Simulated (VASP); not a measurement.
```
PbSe
1.0
    3.70775     0.00000     0.00000
    0.00000     3.70775     0.00000
    0.00000     0.00000     3.70775
Pb Se
1 1
Direct
  0.00000   0.00000   0.00000
  0.50000   0.50000   0.50000
```

Level of theory: PBEsol GGA, VASP's PBE PAW potentials (set 64) (plane waves; VASP). Numerical set-up: 500 eV cut-off, 10×10×10 Γ-centred mesh, first-order Methfessel-Paxton smearing of 0.10 eV, potentials Pb_d Se.

Unless said otherwise, spin-orbit coupling is left out, though it shifts the bands of the heavy elements here.

Task: Predict the energy per atom (σ→0), band gap (on the k-mesh) with the smallest direct gap where there is one.

Result: 
| Item | Value |
|---|---|
| band gap (on the k-mesh) | none (metal, semimetal or under 0.01 eV) |
| energy per atom (σ→0) | -4.254 eV/atom |

Only differences to runs with the same potentials and settings are physical.

The structure was generated: PbSe was put into the CsCl type type (Pm-3m), which need not be its known phase. It was relaxed first, which changed the volume by +23 %.
